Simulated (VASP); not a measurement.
Calculation: LDA (Ceperley-Alder, Perdew-Zunger), VASP's LDA PAW potentials (set 64) (plane waves; VASP).

VASP ran on this input.

**POSCAR**
```
CaB6
1.0
  4.0883385884   0.0000000000   0.0000000000
  0.0000000000   4.0883385884   0.0000000000
  0.0000000000   0.0000000000   4.0883385884
Ca B
1 6
Cartesian
  0.0000000000   0.0000000000   4.0883385884
  3.2643931140   2.0441692942   2.0441692942
  2.0441692942   0.8239454744   2.0441692942
  2.0441692942   3.2643931140   2.0441692942
  0.8239454744   2.0441692942   2.0441692942
  2.0441692942   2.0441692942   3.2643931140
  2.0441692942   2.0441692942   0.8239454744
```

### KPOINTS
```
Automatic mesh
0
Gamma
6 6 6
0 0 0
```

**INCAR**
```
SYSTEM  =  CaB6
PREC  =  Accurate; ENCUT  =  620; LREAL  =  F
LASPH  =  T
EDIFF  =  1E-6; NELM  =  100; ALGO  =  Normal
ISMEAR  =  0; SIGMA  =  0.05
IBRION  =  2; NSW  =  40; ISIF  =  3
EDIFFG  =  -0.02
LWAVE  =  F; LCHARG  =  F
```

POTCAR, in this order: Ca_sv B (LDA.64 set). Program: vasp_std.

### Question
What will the output report for the number of irreducible k-points (NKPTS), largest plane-wave count, number of space-group operations, FFT grid (NGX, NGY, NGZ)?

### Answer

number of irreducible k-points (NKPTS): 20
largest plane-wave count: 2440
number of space-group operations: 48
FFT grid (NGX, NGY, NGZ): 36 × 36 × 36

The compound is CaB6 in the cab6 structure. It was relaxed first.
